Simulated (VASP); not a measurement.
OSZICAR of a VASP run on BN (hex):

File OSZICAR:
```
       N       E                     dE             d eps       ncg     rms          rms(c)
DAV:   1     0.790765547136E+02    0.79077E+02   -0.87474E+03  1016   0.135E+03
DAV:   2    -0.325588348283E+02   -0.11164E+03   -0.97589E+02  1452   0.285E+02
DAV:   3    -0.387749801474E+02   -0.62161E+01   -0.61589E+01  1268   0.720E+01
DAV:   4    -0.388576061866E+02   -0.82626E-01   -0.82558E-01  1252   0.869E+00
DAV:   5    -0.388590852465E+02   -0.14791E-02   -0.14783E-02  1308   0.115E+00    0.112E+01
DAV:   6    -0.356059332089E+02    0.32532E+01   -0.82163E+00  1188   0.247E+01    0.499E+00
DAV:   7    -0.353049059603E+02    0.30103E+00   -0.50049E-01  1264   0.651E+00    0.312E+00
DAV:   8    -0.352110264093E+02    0.93880E-01   -0.35623E-01  1268   0.452E+00    0.478E-01
DAV:   9    -0.352072037136E+02    0.38227E-02   -0.16591E-02  1200   0.118E+00    0.189E-01
DAV:  10    -0.352087350961E+02   -0.15314E-02   -0.16609E-03  1188   0.359E-01    0.450E-02
DAV:  11    -0.352089276474E+02   -0.19255E-03   -0.24057E-04  1212   0.153E-01    0.275E-02
DAV:  12    -0.352089281056E+02   -0.45814E-06   -0.56304E-05  1208   0.671E-02    0.521E-03
DAV:  13    -0.352089284432E+02   -0.33767E-06   -0.30335E-06  1244   0.153E-02    0.134E-03
DAV:  14    -0.352089286208E+02   -0.17760E-06   -0.26598E-07  1152   0.485E-03    0.506E-04
DAV:  15    -0.352089286188E+02    0.20141E-08   -0.80656E-09   884   0.896E-04
   1 F= -.35208929E+02 E0= -.35208929E+02  d E =-.471972E-12
```

Question: Which electronic solver shows in the log?

Answer: It is blocked Davidson (ALGO = Normal, or the opening steps of other solvers). The INCAR had ALGO = Normal.

Question: Can the final energy be trusted as converged?

Answer: Self-consistency was reached. It stopped with EDIFF = 1E-7, NELM = 100 (PBE GGA, plane waves, VASP's PBE PAW potentials (set 64)). Without a dispersion term in the relaxation, distances and binding between the weakly bound layers, chains or molecules are unreliable, and so is what depends on them.

The compound is BN in the hex structure. It was relaxed first, which changed the volume by +16 %.
